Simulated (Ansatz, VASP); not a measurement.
# Cross-check of BaZrO3 between VASP and Ansatz

Aim: how closely do two programs agree when they are given the same cell, functional and k mesh? The cell is taken from a series of runs on this material, whose earlier steps may have relaxed, scaled, displaced or heated it; both programs get it as it stands.

Program: Ansatz 0.2.0. Level of theory: plane waves, with VASP 6.6.1 beside it; zone-centre phonons at LDA. Results are calculated unless marked as measured.

### Step 1. The starting structure

It takes space group Pm-3m (No. 221, cubic). The conventional cell has a = 4.150 Å, b = 4.150 Å, c = 4.150 Å, α = 90.00°, β = 90.00°, γ = 90.00°. Nearest to Ba lie 12 O at 2.93 Å. Nearest to Zr lie 6 O at 2.07 Å. Nearest to O lie 2 Zr at 2.07 Å and 4 Ba at 2.93 Å. Farther neighbours and most contacts between anions are not listed.

As a file:

```cif
data_structure
_symmetry_space_group_name_H-M 'P 1'
_symmetry_Int_Tables_number 1
_cell_length_a 4.1496
_cell_length_b 4.1496
_cell_length_c 4.1496
_cell_angle_alpha 90.000
_cell_angle_beta 90.000
_cell_angle_gamma 90.000
_cell_volume 71.46
loop_
_atom_site_label
_atom_site_type_symbol
_atom_site_fract_x
_atom_site_fract_y
_atom_site_fract_z
_atom_site_occupancy
Ba1 Ba 0.00000 0.00000 0.00000 1
Zr2 Zr 0.50000 0.50000 0.50000 1
O3 O 0.00000 0.50000 0.50000 1
O4 O 0.50000 0.00000 0.50000 1
O5 O 0.50000 0.50000 0.00000 1
```

### Step 2. Ansatz: zone-centre phonons, LDA

Ansatz runs on its default PAW (the set named soft_2) files.

Second derivatives magnify differences that forces hide, and they need a tight electronic threshold.

File input.yaml:

```yaml
crystal:
  lattice:
    - [4.14964517, 0.0, 0.0]
    - [0.0, 4.14964517, 0.0]
    - [0.0, 0.0, 4.14964517]
  atoms:
    - { symbol: Ba, position: [0.0, 0.0, 0.0] }
    - { symbol: Zr, position: [0.5, 0.5, 0.5] }
    - { symbol: O, position: [0.0, 0.5, 0.5] }
    - { symbol: O, position: [0.5, 0.0, 0.5] }
    - { symbol: O, position: [0.5, 0.5, 0.0] }
kpoints:
  mp_grid: { grid: [6, 6, 6] }
hamiltonian:
  xc: lda
scf:
  occupations: { method: fixed }
output:
  eigenvalues: true
phonons:
  method: dfpt
  dielectric: true
  rigid_motions: translations
```

Command:

```sh
ansatz run input.yaml --threads 4 --pin off --max-ram 8192MiB --backend cpu --events-out ev --progress --plain --runs-dir out
```

Numbers of over 12 decimals in the logs are rounded to 6 here.

The log of the run:

```text
Engine: ansatz 0.2.0, x86_64-unknown-linux-gnu
Pseudopotentials: kind: paw
Pseudopotential: Ba, paw, valence charge 10, recommended cutoff 420 eV (normal), Ba.paw.azcp
Pseudopotential: Zr, paw, valence charge 12, recommended cutoff 420 eV (normal), Zr.paw.azcp
Pseudopotential: O, paw, valence charge 6, recommended cutoff 420 eV (normal), O.paw.azcp
Functional definition: SPW92
  exchange = slater_x
  correlation = pw_c
Crystal: 5 atoms, lattice volume = 71.455 Å³
Basis set: ecut = 420 eV, 1365 PW (Γ), exchange–correlation on 60×60×60 points (8 copies of the dense FFT grid, shifted against one another)
Bands: 25, of which v1, the nominal top of the filled ones, is band 20 counted from 1 (19 counted from 0)
Symmetry: 48 space group operations
k-points: 80 of 216 (irreducible under 2 space group operations, time reversal used)
Non-local potential: Ba, projectors of the file, l = 0: 3, l = 1: 2, l = 2: 2, l = 3: 2
Non-local potential: Zr, projectors of the file, l = 0: 3, l = 1: 2, l = 2: 2, l = 3: 2
Non-local potential: O, projectors of the file, l = 0: 2, l = 1: 2, l = 2: 1
PAW form: soft (Blöchl's): semilocal exchange-correlation on the pseudo side does not see the compensation charge
PAW frozen core: Ba, regenerated for the run's functional, and the local potential with it (the file was generated under x = pbe(κ = 0.804, μ = 0.219515), c = pbe(β = 0.066725))
PAW frozen core: Zr, regenerated for the run's functional, and the local potential with it (the file was generated under x = pbe(κ = 0.804, μ = 0.219515), c = pbe(β = 0.066725))
PAW frozen core: O, regenerated for the run's functional, and the local potential with it (the file was generated under x = pbe(κ = 0.804, μ = 0.219515), c = pbe(β = 0.066725))
PAW one-centre angular grid: Ba, 194 points (default); XC on 64 Gauss nodes
PAW one-centre angular grid: Zr, 590 points (default); XC on 64 Gauss nodes
PAW one-centre angular grid: O, 110 points (default); XC on 64 Gauss nodes
Initial density: superposition of atomic densities (neutral atoms: chi_scale 0, normalization atom), corrected by the library's trained network
Initial wavefunctions: pseudopotential atomic-orbital guess
Functional: x = slater, c = lda
SCF iter   1: F=—  HF=-11532.435126 eV  |F-HF|=—  |Δ(HF+E_count)|=         —  Δρ=1.66e-2  dr2=1.82e-1  ethr=1.77e-3  ⟨swp⟩=4.5  Hψ=8671  notcnv=0  defer=160
preconditioner: auto → Resta (q_TF=auto, 2.477 Å⁻¹)  ε∞=3.9  [insulator: Δε(μ)=2.931 eV  Ē_g=16.036 eV  n_scr=18 (ndim 8)  ℏωp=27.1 eV  f_vac=0.000  ε∞_Penn≈3.9]
SCF iter   2: F=—  HF=-11532.394511 eV  |F-HF|=—  |Δ(HF+E_count)|=   4.06e-2  Δρ=5.99e-3  dr2=1.23e-2  ethr=4.56e-4  ⟨swp⟩=2.1  Hψ=3714  notcnv=0  defer=206
SCF iter   3: F=—  HF=-11532.391326 eV  |F-HF|=—  |Δ(HF+E_count)|=   3.19e-3  Δρ=2.07e-3  dr2=1.52e-3  ethr=3.07e-5  ⟨swp⟩=2.3  Hψ=3317  notcnv=0  defer=233
SCF iter   4: F=—  HF=-11532.390914 eV  |F-HF|=—  |Δ(HF+E_count)|=   4.12e-4  Δρ=2.09e-4  dr2=1.89e-5  ethr=3.81e-6  ⟨swp⟩=2.1  Hψ=3471  notcnv=0  defer=225
SCF iter   5: F=—  HF=-11532.390914 eV  |F-HF|=—  |Δ(HF+E_count)|=   3.32e-7  Δρ=2.54e-5  dr2=4.64e-7  ethr=4.73e-8  ⟨swp⟩=1.2  Hψ=2057  notcnv=0  defer=115
SCF iter   6: F=—  HF=-11532.390914 eV  |F-HF|=—  |Δ(HF+E_count)|=   1.51e-7  Δρ=5.14e-6  dr2=1.76e-8  ethr=1.16e-9  ⟨swp⟩=2.1  Hψ=3391  notcnv=0  defer=91
SCF iter   7: F=—  HF=-11532.390914 eV  |F-HF|=—  |Δ(HF+E_count)|=   7.48e-9  Δρ=9.66e-7  dr2=5.91e-10  ethr=4.40e-11  ⟨swp⟩=2.5  Hψ=3365  notcnv=0  defer=91
SCF iter   8: F=-11532.390914 eV  HF=-11532.390914 eV  |F-HF|=0.00e0  |Δ(HF+E_count)|=  1.42e-10  Δρ=1.37e-7  dr2=1.05e-11  ethr=1.00e-12  ⟨swp⟩=12.6  Hψ=14839  notcnv=0
SCF 1 converged in 8 iterations: F = -11532.390914 eV  dr2 = 1.05e-11
  greatest PAW one-centre occupation: 0.997 electrons in one spin orbital (limit 2), on the Zr atom at site 1 (counted from 0), in its partial waves of l = 0
DFPT response loops at Γ: preconditioner auto → none (the input reference at scf.mixing.eps_inf says where Resta's filter doesn't serve); β = 0.50; Broyden in place of MSR1
── the response to a field inside a basis, on 6×6×6 k-points: an SCF that follows is theirs, and a resumed run solves both again ──
Bands: 21, of which v1, the nominal top of the filled ones, is band 20 counted from 1 (19 counted from 0)
k-points: 10 of 216
Initial density: handed on by an earlier stage of this run
Initial wavefunctions: pseudopotential atomic-orbital guess (no wavefunctions were taken with the density)
Eigensolver: Dense (10 Hₖ)
SCF iter   1: F=—  HF=-11532.395253 eV  |F-HF|=—  |Δ(HF+E_count)|=         —  Δρ=6.53e-4  dr2=5.29e-5  ethr=1.00e-1
preconditioner: auto → Resta (q_TF=auto, 2.477 Å⁻¹)  ε∞=4.3  [insulator: Δε(μ)=3.598 eV  Ē_g=15.014 eV  n_scr=18 (ndim 8)  ℏωp=27.1 eV  f_vac=0.000  ε∞_Penn≈4.3]
SCF iter   2: F=—  HF=-11532.395234 eV  |F-HF|=—  |Δ(HF+E_count)|=   1.86e-5  Δρ=2.93e-4  dr2=1.94e-5  ethr=1.32e-7
SCF iter   3: F=—  HF=-11532.395230 eV  |F-HF|=—  |Δ(HF+E_count)|=   4.19e-6  Δρ=1.35e-4  dr2=2.06e-6  ethr=4.84e-8
SCF iter   4: F=-11532.395229 eV  HF=-11532.395229 eV  |F-HF|=9.54e-9  |Δ(HF+E_count)|=   7.10e-7  Δρ=5.00e-6  dr2=1.49e-8  ethr=5.15e-9
SCF 1 converged in 4 iterations: F = -11532.395229 eV  dr2 = 1.49e-8
DFPT response loops at Γ: mixed as the last ones told, above
SCF converged after 8 iterations
Free energy (F): -11532.390914 eV
Harris-Foulkes:  -11532.390914 eV  (|F-HF|=0.00e0)
Internal energy: -11532.390914 eV  (E = F + TS)
E sigma→0 (E₀):  -11532.390914 eV
Fermi energy:    9.845776 eV
--- Per-component energies (eV) ---
  E_band       = -85.365884
  E_kinetic    = 1032.898358
  E_local      = -1911.341397  (includes V_loc(G=0)·N_el)
  E_nonlocal   = 289.138110
  E_hartree    = 673.704679
  E_xc         = -550.015619
  E_vxc        = -612.817436  (∫ρ·V_xc dr)
  E_paw        = -8346.882843  (= ΣΔE_a)
  E_vpaw       = -230.660517  (= ΣTr[D̂ρ^β])
  E_aug_tail   = 0.007655  (compensation charges beyond the density's cutoff)
  E_ewald      = -2720.843539
  E_core_change = 0.943681  (= ΣΔE_core)
  E_smearing   = -0.000000  (= −TS)
  E_closure    = 0.000000  (closes the sum)
  Σ components = -11532.390914   (vs F -11532.390914, Δ=0.00e0)
--- Band table (eV; the first three rows and the last of 80) ---
  k-point 0: bands = [... 16 lower, 8.7835, 9.6927, 9.6927, 9.6927, 13.0399, 13.0399, 13.0399, 14.5104, ... 1 higher]
  k-point 1: bands = [... 16 lower, 8.5836, 8.9994, 9.6073, 9.6073, 13.1266, 13.6803, 13.6803, 14.9539, ... 1 higher]
  k-point 2: bands = [... 16 lower, 8.2371, 8.2614, 9.5051, 9.5051, 13.3212, 14.9673, 14.9673, 15.8766, ... 1 higher]
  k-point 79: bands = [... 16 lower, 7.3270, 9.8458, 9.8458, 9.8458, 15.9815, 15.9815, 15.9815, 17.0734, ... 1 higher]
--- Phonons (Γ-DFPT): 4 representative perturbations + reference, on 80 of 216 k-points (Σ response iterations 12) ---
  k mesh reduced under 2 symmetry operations, with k and −k counted as one. Each operation leaves every solved perturbation unchanged. A smaller set is not considered because the run solves the response to a homogeneous field
  ASR residual: 7.303e-5 → 0.000e0 eV/Å²; symmetrization residual: 2.633e-6 eV/Å²
  ASR residual per site (eV/Å²): 8.84e-6 7.30e-5 3.91e-5 3.91e-5 3.91e-5
  Γ frequencies (cm⁻¹): 0.00 0.00 0.00 90.21 90.21 90.21 167.52 167.52 167.52 192.80 192.80 192.80 524.78 524.78 524.78
  ε∞ (high-frequency dielectric tensor):
        4.910847    -0.000000    -0.000000
       -0.000000     4.910847     0.000000
       -0.000000     0.000000     4.910847
  ε⁰ (static dielectric tensor: ions relaxed, cell fixed):
       72.555535    -0.000000    -0.000000
       -0.000000    72.555535    -0.000000
       -0.000000    -0.000000    72.555535
  ε⁰ − ε∞ (ionic part):
       67.644688    -0.000000    -0.000000
       -0.000000    67.644688    -0.000000
       -0.000000    -0.000000    67.644688
  softest optical mode at Γ: 90.21 cm⁻¹; the repairs (sum rule, projections) moved no ω² at Γ by more than (1.16 cm⁻¹)²
  Born effective charges Z* (e; rows j = field, columns β = displacement):
    site 0:
         2.74551   -0.00000    0.00000
        -0.00000    2.74551    0.00000
         0.00000    0.00000    2.74551
    site 1:
         6.09068   -0.00000    0.00000
        -0.00000    6.09068    0.00000
         0.00000    0.00000    6.09068
    site 2:
        -4.77673    0.00000    0.00000
         0.00000   -2.02973    0.00000
         0.00000    0.00000   -2.02973
    site 3:
        -2.02973   -0.00000    0.00000
        -0.00000   -4.77673    0.00000
         0.00000    0.00000   -2.02973
    site 4:
        -2.02973    0.00000    0.00000
         0.00000   -2.02973    0.00000
        -0.00000    0.00000   -4.77673
  Z* charge neutrality: 1.049e-2 e pre-enforcement
  solved inside a basis spanned on kpoints, on 6×6×6 k-points, its susceptibility summed on 10×10×10: ε∞ is read to err by 1.6e-2, Z* by 3.3e-2 e (field_mesh: kpoints solves on kpoints); Z* is corrected for what the basis lacks
  optical modes at Γ without the LO–TO term, one row a degenerate level:
      ω (cm⁻¹)  modes    IR ((D/Å)²/amu)
[...]
optical modes at Γ + LO–TO along q̂ = [1.0000, 0.0000, 0.0000]:
      ω (cm⁻¹)  modes    IR ((D/Å)²/amu)
[...]
optical modes at Γ + LO–TO along q̂ = [0.0000, 1.0000, 0.0000]:
      ω (cm⁻¹)  modes    IR ((D/Å)²/amu)
[...]
712.31      1            48.7931
  optical modes at Γ + LO–TO along q̂ = [0.0000, 0.0000, 1.0000]:
      ω (cm⁻¹)  modes    IR ((D/Å)²/amu)
         90.21      2            26.8700
        135.63      1             0.1468
        167.52      3             0.0000
        192.80      2            39.7644
        363.11      1             6.4927
        524.78      2            44.2308
        712.31      1            48.7931
```

Reading the cycles: dr2 is the Hartree energy of the density residual (eV), the measure of convergence; HF is the Harris–Foulkes estimate of the energy, which meets the free energy F at convergence.

(Part 1 of 3 ends here.)

[Lines on the potential files, build, host, timing and source positions are cut from VASP's logs without a mark.]

[Logs are printed without paths, hosts, clocks, repeated set-up lines and the standing remarks that a program may print on its own settings, such as how far it seeks lower states.]

[Hosts, paths, dates, database ids (printed as entryN), source tags and the programs' standing remarks are cut or masked in the printed files.]
